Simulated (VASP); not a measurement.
Given:

```xyz
5
Lattice="3.9678 0.0000 0.0000 0.0000 3.9678 0.0000 0.0000 0.0000 3.9678" Properties=species:S:1:pos:R:3 pbc="T T T"
K      0.0000     0.0000     0.0000
Ta     1.9839     1.9839     1.9839
O      1.9839     0.0000     1.9839
O      0.0000     1.9839     1.9839
O      1.9839     1.9839     0.0000
```

These are rev-vdW-DF2, VASP's PBE PAW potentials (set 64) (plane waves; VASP) values and carry that method's errors. Numerical set-up: 520 eV cut-off, 6×6×6 Γ-centred mesh, Gaussian smearing of 0.050 eV, potentials K_sv Ta_pv O.

Problem. Give the stress tensor in GPa (positive for a compressed cell).

Solution. 
```
6.45  0.00  0.00
0.00  6.45  0.00
0.00  0.00  6.45
```
The pressure is its mean diagonal, 6.45 GPa.

The compound is KTaO3 in the cubic perovskite structure. This cell is one point of a volume scan, at 0.97 of the reference volume.
